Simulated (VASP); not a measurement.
Calculation: PBE GGA, VASP's PBE PAW potentials (set 64) (plane waves; VASP 6.6.1).

A VASP calculation is set up with these files.

### KPOINTS
```
kpoints
0
Monkhorst
  8 8 8
```

**INCAR**
```
SYSTEM=Co
PREC=Accurate; ENCUT=400; LREAL=.FALSE.
LASPH=.TRUE.
EDIFF=1E-6; NELM=100; ALGO=Normal
LMAXMIX=4
ISMEAR=1; SIGMA=0.1
GGA=PE
ISPIN=2; MAGMOM=3.0
ISIF=2
LWAVE=.FALSE.; LCHARG=.FALSE.; LORBIT=10
```

File POSCAR:
```
Co
1.0
  2.3170220000   0.0000000000   0.0000000000
  0.0000000000   2.3170220000   0.0000000000
  0.0000000000   0.0000000000   2.3170220000
Co
1
Cartesian
  0.0000000000   0.0000000000   0.0000000000
```

POTCAR, in this order: Co (PBE.64 set). Program: vasp_std.

The run wrote:

### OUTCAR
```
 ion  position               nearest neighbor table
   1  0.000  0.000  0.000-
  LATTYP: Found a simple cubic cell.
 ALAT       =     2.3170220000
 Subroutine PRICEL returns:
 Original cell was already a primitive cell.
 Subroutine GETGRP returns: Found 48 space group operations
The static configuration has the point symmetry O_h .
The dynamic configuration has the point symmetry O_h .
The overall configuration has the point symmetry O_h .
 Subroutine INISYM returns: Found 48 space group operations
 Subroutine IBZKPT returns following result:
 Found     20 irreducible k-points:

 Following reciprocal coordinates:
            Coordinates               Weight
  0.062500  0.062500  0.062500      8.000000
  0.187500  0.062500  0.062500     24.000000
  0.312500  0.062500  0.062500     24.000000
  0.437500  0.062500  0.062500     24.000000
  0.187500  0.187500  0.062500     24.000000
  0.312500  0.187500  0.062500     48.000000
  0.437500  0.187500  0.062500     48.000000
  0.312500  0.312500  0.062500     24.000000
  0.437500  0.312500  0.062500     48.000000
  0.437500  0.437500  0.062500     24.000000
  0.187500  0.187500  0.187500      8.000000
  0.312500  0.187500  0.187500     24.000000
  0.437500  0.187500  0.187500     24.000000
  0.312500  0.312500  0.187500     24.000000
  0.437500  0.312500  0.187500     48.000000
  0.437500  0.437500  0.187500     24.000000
  0.312500  0.312500  0.312500      8.000000
  0.437500  0.312500  0.312500     24.000000
  0.437500  0.437500  0.312500     24.000000
  0.437500  0.437500  0.437500      8.000000
   k-points           NKPTS =     20   k-points in BZ     NKDIM =     20   number of bands    NBANDS=     10
   number of dos      NEDOS =    301   number of ions     NIONS =      1
   total plane-waves  NPLWV =   4096
   dimension x,y,z NGX =    16 NGY =   16 NGZ =   16
...
```

**OSZICAR**
```
       N       E                     dE             d eps       ncg     rms          rms(c)
DAV:   1     0.218776819476E+02    0.21878E+02   -0.37422E+03   808   0.911E+02
DAV:   2    -0.625541201369E+01   -0.28133E+02   -0.26744E+02   806   0.140E+02
DAV:   3    -0.683317286886E+01   -0.57776E+00   -0.57580E+00   888   0.253E+01
DAV:   4    -0.684028936902E+01   -0.71165E-02   -0.71155E-02   942   0.250E+00
DAV:   5    -0.684049908906E+01   -0.20972E-03   -0.20972E-03   960   0.393E-01    0.946E+00
DAV:   6    -0.643445674108E+01    0.40604E+00   -0.10423E+01   880   0.482E+01    0.486E+00
DAV:   7    -0.626173259031E+01    0.17272E+00   -0.13310E+00   880   0.168E+01    0.255E+00
DAV:   8    -0.625554715578E+01    0.61854E-02   -0.60938E-03   916   0.746E-01    0.120E+00
DAV:   9    -0.625105829987E+01    0.44889E-02   -0.40600E-03  1112   0.518E-01    0.236E-01
DAV:  10    -0.625095375336E+01    0.10455E-03   -0.10483E-03   980   0.338E-01    0.374E-02
DAV:  11    -0.625097320935E+01   -0.19456E-04   -0.30761E-05   900   0.586E-02    0.325E-02
DAV:  12    -0.625097158772E+01    0.16216E-05   -0.53087E-06   830   0.363E-02    0.141E-02
DAV:  13    -0.625097612018E+01   -0.45325E-05   -0.45197E-06   810   0.280E-02    0.199E-03
DAV:  14    -0.625097607507E+01    0.45109E-07   -0.62405E-08   418   0.273E-03
   1 F= -.62509761E+01 E0= -.62502691E+01  d E =-.212083E-02  mag=     1.8169
```

**OUTCAR**
```
------------------------ aborting loop because EDIFF is reached ----------------------------------------
  FORCE on cell =-STRESS in cart. coord.  units (eV):
  Direction    XX          YY          ZZ          XY          YZ          ZX
  --------------------------------------------------------------------------------------
  Total        0.2776515      0.2776515      0.2776515      0.0000000     -0.0000000     -0.0000000
  in kB       35.7618635     35.7618635     35.7618635      0.0000000     -0.0000000     -0.0000000
  external PRESSURE =      35.7618635 kB  Pullay stress =       0.0000000 kB
  volume of cell :       12.44
      direct lattice vectors                 reciprocal lattice vectors
     2.317022000  0.000000000  0.000000000     0.431588479  0.000000000  0.000000000
     0.000000000  2.317022000  0.000000000     0.000000000  0.431588479  0.000000000
     0.000000000  0.000000000  2.317022000     0.000000000  0.000000000  0.431588479
 POSITION                                       TOTAL-FORCE (eV/Angst)
 -----------------------------------------------------------------------------------
      0.00000      0.00000      0.00000         0.000000      0.000000      0.000000
 -----------------------------------------------------------------------------------
    total drift:                                0.000000     -0.000000      0.000000
  FREE ENERGIE OF THE ION-ELECTRON SYSTEM (eV)
  ---------------------------------------------------
  free  energy   TOTEN  =        -6.2509760751 eV

  energy  without entropy=       -6.2488552429  energy(sigma->0) =       -6.25026913

 total charge

# of ion       s       p       d       tot
------------------------------------------
    1        0.502   0.420   7.290   8.212

 magnetization (x)

# of ion       s       p       d       tot
------------------------------------------
    1        0.005  -0.016   1.840   1.829
```
(Selected blocks of OUTCAR.)

**OUTCAR**
```
 val. band max:        8.7377121898   @ k =   0.4375   0.3125   0.3125

 cond. band min:       8.7864847758   @ k =   0.4375   0.4375   0.0625


 Fermi energy:         8.7700836961

 spin component 1

 k-point     1 :       0.0625    0.0625    0.0625
  band No.  band energies     occupation
      1       0.7264      1.00000
      2       4.4741      1.00000
      3       4.4741      1.00000
      4       7.5855      1.00000
      5       7.6051      1.00000
      6       7.6051      1.00000
      7      26.5229      0.00000
      8      26.5229      0.00000
      9      27.1680      0.00000
     10      33.7878      0.00000

 k-point     2 :       0.1875    0.0625    0.0625
  band No.  band energies     occupation
      1       1.6138      1.00000
      2       4.5983      1.00000
      3       4.9334      1.00000
      4       7.2640      1.00000
      5       7.2788      1.00000
      6       7.6310      1.00000
      7      21.4899      0.00000
      8      27.5340      0.00000
      9      28.0763      0.00000
     10      34.1143      0.00000

 k-point     3 :       0.3125    0.0625    0.0625
  band No.  band energies     occupation
      1       3.0740      1.00000
      2       4.7808      1.00000
      3       5.6952      1.00000
      4       6.8081      1.00000
      5       7.0047      1.00000
      6       7.6739      1.00000
      7      16.7176      0.00000
      8      29.2337      0.00000
      9      29.9722      0.00000
     10      34.6054      0.00000

 k-point     4 :       0.4375    0.0625    0.0625
  band No.  band energies     occupation
      1       4.2765      1.00000
      2       4.9165      1.00000
      3       5.9528      1.00000
      4       6.5001      1.00000
      5       7.7028      1.00000
      6       7.8130      1.00000
      7      13.1196      0.00000
      8      31.0386      0.00000
      9      32.3387      0.00000
     10      34.2118      0.00000
...
```

The structure was generated: Co was put into the simple-cubic type (Pm-3m), which need not be its known phase. The cell was not relaxed at this level. The k-mesh is coarse (spacing up to 0.34 per Å, 2π included), so the numbers may not be converged in it. The run is one of a series of settings (KPOINTS 8×8×8 Monkhorst-Pack mesh against the base run), some of them coarse on purpose.
